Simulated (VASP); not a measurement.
OSZICAR of a VASP run on SnSe₂ (1T layered):

### OSZICAR
```
       N       E                     dE             d eps       ncg     rms          rms(c)
DAV:   1     0.226263265735E+03    0.22626E+03   -0.12719E+04   578   0.173E+03
DAV:   2     0.408319108971E+02   -0.18543E+03   -0.18142E+03   611   0.397E+02
DAV:   3     0.181167337325E+02   -0.22715E+02   -0.22112E+02   745   0.134E+02
DAV:   4     0.173725087253E+02   -0.74423E+00   -0.74312E+00   720   0.251E+01
DAV:   5     0.173641925001E+02   -0.83162E-02   -0.83146E-02   742   0.289E+00    0.952E+00
DAV:   6     0.184588981475E+02    0.10947E+01   -0.13814E+01   699   0.590E+01    0.316E+00
DAV:   7     0.209226827404E+02    0.24638E+01   -0.33658E+00   651   0.178E+01    0.175E+00
DAV:   8     0.211004776106E+02    0.17779E+00   -0.49427E-01   681   0.108E+01    0.155E+00
DAV:   9     0.209236838675E+02   -0.17679E+00   -0.10172E+00   614   0.103E+01    0.106E+00
DAV:  10     0.209647973518E+02    0.41113E-01   -0.29066E-01   596   0.561E+00    0.498E-01
DAV:  11     0.209665817309E+02    0.17844E-02   -0.27059E-02   646   0.167E+00    0.189E-01
DAV:  12     0.209611928311E+02   -0.53889E-02   -0.84720E-03   589   0.115E+00    0.171E-01
DAV:  13     0.209614038990E+02    0.21107E-03   -0.17542E-03   679   0.469E-01    0.488E-02
DAV:  14     0.209612235901E+02   -0.18031E-03   -0.78407E-04   618   0.283E-01    0.417E-02
DAV:  15     0.209612118328E+02   -0.11757E-04   -0.15893E-04   644   0.141E-01    0.198E-02
DAV:  16     0.209612212864E+02    0.94536E-05   -0.86636E-05   655   0.870E-02    0.429E-03
DAV:  17     0.209612182384E+02   -0.30480E-05   -0.96550E-06   614   0.348E-02    0.768E-03
DAV:  18     0.209612166662E+02   -0.15722E-05   -0.23848E-06   603   0.178E-02    0.318E-03
DAV:  19     0.209612157282E+02   -0.93799E-06   -0.23282E-06   487   0.128E-02
   1 F= 0.20961216E+02 E0= 0.20961216E+02  d E =0.209612E+02
```

### Question
Which electronic solver shows in the log?

### Answer
It is blocked Davidson (ALGO = Normal, or the opening steps of other solvers). The INCAR had ALGO = Normal.

### Question
Can the final energy be trusted as converged?

### Answer
Self-consistency was reached. It stopped with EDIFF = 1E-6, NELM = 100, NSW = 60 and EDIFFG = -0.02 after 1 ionic step (revTPSS meta-GGA, plane waves, VASP's PBE PAW potentials (set 64)). Without a dispersion term in the relaxation, distances and binding between the weakly bound layers, chains or molecules are unreliable, and so is what depends on them.

The compound is SnSe2 in the 1T layered structure. It was relaxed first. The start is the result of an earlier pass.
